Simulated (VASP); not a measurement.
# NaMg6V (Amm2) in VASP: equation of state, part 2 of 2

VASP 6.6.1. Earlier steps stand in the parts before.

### Step 4. Equation of state, PBE, collinear spin, ferromagnetic start, 22.47 Å³/atom (volume scaled by 0.98)

INCAR reads:

```
SYSTEM = NaMg6V
PREC = Accurate
ENCUT = 520
EDIFF = 1E-7
ISMEAR = -1
SIGMA = 0.05
LREAL = .FALSE.
LASPH = .TRUE.
NELM = 120
ALGO = Normal
ISIF = 2
LWAVE = .FALSE.
LCHARG = .FALSE.
ISPIN = 2
MAGMOM = 2 0 0 0 0 0 0 0
LORBIT = 11
LMAXMIX = 4
GGA = PE
NBANDS = 30
```

KPOINTS reads:

```
regular mesh
0
G
  5 5 5
  0 0 0
```

POSCAR reads:

```
NaMg6V
1.0
    5.1165198711      0.0000000000      0.0000000000
    0.0000000000      3.2674743012      5.3763278584
    0.0000000000     -3.2674743012      5.3763278584
V Mg Na
1 6 1
Direct
    0.5000000000      0.8363410000      0.8363410000
    0.0000000000      0.1628880000      0.1628880000
    0.0000000000      0.6711070000      0.6711070000
    0.0000000000      0.6770890000      0.1487470000
    0.0000000000      0.1487470000      0.6770890000
    0.5000000000      0.8323870000      0.3358750000
    0.5000000000      0.3358750000      0.8323870000
    0.5000000000      0.3355700000      0.3355700000
```

Command:

```bash
cat potpaw_PBE.64/V_sv/POTCAR potpaw_PBE.64/Mg/POTCAR potpaw_PBE.64/Na_pv/POTCAR > POTCAR
mpirun -np 1 vasp_std > vasp.out
```

Wall time 4 min (1 thread of Intel Xeon 6975P-C (Granite Rapids), shared host); peak memory 0.5 GiB.

It converged, with:

- Free energy: -17.4970 eV
- Pressure: 0.4 GPa
- Largest force: 0.065 eV/Å
- Band gap on the k mesh: none (metal or under the smearing width)
- Net moment: 3.46 μB per cell
- Site moments: V +2.75; Mg -0.00, +0.00, -0.01; Na -0.00 μB
- Valence electrons inside the program's atomic spheres: V 11.31; Mg 0.35, 0.36; Na 6.12

### Step 5. Equation of state, PBE, collinear spin, ferromagnetic start, 23.39 Å³/atom (volume scaled by 1.02)

INCAR reads:

```
ALGO     = Normal         # electronic algorithm
EDIFF    = 1E-7           # SCF threshold, eV
ENCUT    = 520            # plane-wave cutoff, eV
GGA      = PE             # functional
ISIF     = 2              # what is computed and relaxed
ISMEAR   = -1             # smearing method
ISPIN    = 2              # spin polarisation
LASPH    = True           # aspherical terms in the spheres
LCHARG   = False          # write CHGCAR
LMAXMIX  = 4              # l up to which the mixer works
LORBIT   = 11             # projections on sites
LREAL    = False          # projectors in reciprocal space
LWAVE    = False          # write WAVECAR
MAGMOM   = 2 0 0 0 0 0 0 0 # initial moments
NBANDS   = 30             # bands
NELM     = 120            # most SCF steps
PREC     = Accurate       # precision mode
SIGMA    = 0.05           # smearing width, eV
```

KPOINTS reads:

```
k-points
0
Gamma
  5 5 5
```

Edit POSCAR of step 4 so:

```diff
@@ -2,5 +2,5 @@
 1.0
-    5.1165198711      0.0000000000      0.0000000000
-    0.0000000000      3.2674743012      5.3763278584
-    0.0000000000     -3.2674743012      5.3763278584
+    5.1852061862      0.0000000000      0.0000000000
+    0.0000000000      3.3113382508      5.4485019453
+    0.0000000000     -3.3113382508      5.4485019453
 V Mg Na
```

Command:

```bash
cat potpaw_PBE.64/V_sv/POTCAR potpaw_PBE.64/Mg/POTCAR potpaw_PBE.64/Na_pv/POTCAR > POTCAR
mpirun -np 1 vasp_std > vasp.out
```

It took 3.7 min on 1 thread of Intel Xeon 6975P-C (Granite Rapids), shared host; peak memory 0.51 GiB.

The run converged. Its results:

```yaml
Free_energy: -17.4826 eV
Pressure: -1.0 GPa
Largest_force: 0.073 eV/Å
Band_gap_on_the_k_mesh: none (metal or under the smearing width)
Net_moment: 3.49 μB per cell
Site_moments: V +2.78; Mg -0.00, -0.01; Na -0.00 μB
Valence_electrons_inside_the_program's_atomic_spheres: V 11.30; Mg 0.35, 0.34; Na 6.11
```

### Step 6. Equation of state, PBE, collinear spin, ferromagnetic start, 23.85 Å³/atom (volume scaled by 1.04)

INCAR reads:

```
PREC = Accurate ; ENCUT = 520
EDIFF = 1E-7 ; ISMEAR = -1
SIGMA = 0.05 ; LREAL = F
LASPH = T ; NELM = 100
ALGO = Normal ; ISIF = 2
LWAVE = F ; LCHARG = F
ISPIN = 2 ; MAGMOM = 2 0 0 0 0 0 0 0
LORBIT = 11 ; LMAXMIX = 4
GGA = PE ; NBANDS = 30
```

KPOINTS reads:

```
Automatic mesh
0
Gamma
  5 5 5
```

Edit POSCAR of step 5 so:

```diff
@@ -2,5 +2,5 @@
 1.0
-    5.1852061862      0.0000000000      0.0000000000
-    0.0000000000      3.3113382508      5.4485019453
-    0.0000000000     -3.3113382508      5.4485019453
+    5.2188772997      0.0000000000      0.0000000000
+    0.0000000000      3.3328410497      5.4838828195
+    0.0000000000     -3.3328410497      5.4838828195
 V Mg Na
```

Potentials or basis: VASP PAW PBE potentials, release 64 (V_sv, Mg, Na_pv).

Command:

```bash
cat potpaw_PBE.64/V_sv/POTCAR potpaw_PBE.64/Mg/POTCAR potpaw_PBE.64/Na_pv/POTCAR > POTCAR
mpirun -np 1 vasp_std > vasp.out
```

Run time: 3.2 min. Hardware: 1 thread of Intel Xeon 6975P-C (Granite Rapids), shared host; peak memory 0.48 GiB.

The run converged. Its results:

```
Free energy                                           : -17.4534 eV
Pressure                                              : -1.6 GPa
Largest force                                         : 0.077 eV/Å
Band gap on the k mesh                                : none (metal or under the smearing width)
Net moment                                            : 3.51 μB per cell
Site moments                                          : V +2.80; Mg -0.00, -0.01; Na -0.00 μB
Valence electrons inside the program's atomic spheres : V 11.29; Mg 0.34; Na 6.10
```

### Step 7. Equation of state, PBE, collinear spin, ferromagnetic start, 24.30 Å³/atom (volume scaled by 1.06)

INCAR reads:

```
PREC = Accurate
ENCUT = 520
EDIFF = 1E-7
ISMEAR = -1
SIGMA = 0.05
LREAL = F
LASPH = T
NELM = 100
ALGO = Normal
ISIF = 2
LWAVE = F
LCHARG = F
ISPIN = 2
MAGMOM = 2 0 0 0 0 0 0 0
LORBIT = 11
LMAXMIX = 4
GGA = PE
NBANDS = 30
```

KPOINTS reads:

```
regular mesh
0
Gamma
  5 5 5
```

Edit POSCAR of step 6 so:

```diff
@@ -2,5 +2,5 @@
 1.0
-    5.2188772997      0.0000000000      0.0000000000
-    0.0000000000      3.3328410497      5.4838828195
-    0.0000000000     -3.3328410497      5.4838828195
+    5.2521194527      0.0000000000      0.0000000000
+    0.0000000000      3.3540699090      5.5188129512
+    0.0000000000     -3.3540699090      5.5188129512
 V Mg Na
```

Command:

```bash
cat potpaw_PBE.64/V_sv/POTCAR potpaw_PBE.64/Mg/POTCAR potpaw_PBE.64/Na_pv/POTCAR > POTCAR
mpirun -np 1 vasp_std > vasp.out
```

Run time: 3.4 min. Hardware: 1 thread of Intel Xeon 6975P-C (Granite Rapids), shared host; peak memory 0.49 GiB.

It converged, with:

```
Free energy                                           : -17.4115 eV
Pressure                                              : -2.1 GPa
Largest force                                         : 0.080 eV/Å
Band gap on the k mesh                                : none (metal or under the smearing width)
Net moment                                            : 3.52 μB per cell
Site moments                                          : V +2.81; Mg -0.00, -0.01; Na -0.00 μB
Valence electrons inside the program's atomic spheres : V 11.29; Mg 0.34, 0.33; Na 6.10
```

### Step 8. Equation of state, PBE, collinear spin, ferromagnetic start

Potentials or basis: VASP PAW PBE potentials, release 64 (V_sv, Mg, Na_pv).

No new run: the results of the series are fitted here.

What came out:

```
Equilibrium volume                        : 22.72 Å³/atom
Bulk modulus at fixed shape and positions : 35 GPa
Pressure derivative of the bulk modulus   : 4.0
```

Energy against volume, from the lowest point:
```
volume (Å³/atom)  energy (meV/atom)
          21.553               6.98
          22.012               2.33
          22.470               0.08
          22.929               0.00
          23.388               1.88
          23.846               5.52
          24.305              10.77
```

Caveat: the cell was scaled at fixed shape and fractional positions, which overstates the stiffness of a crystal with free parameters, most of all of layers and chains.
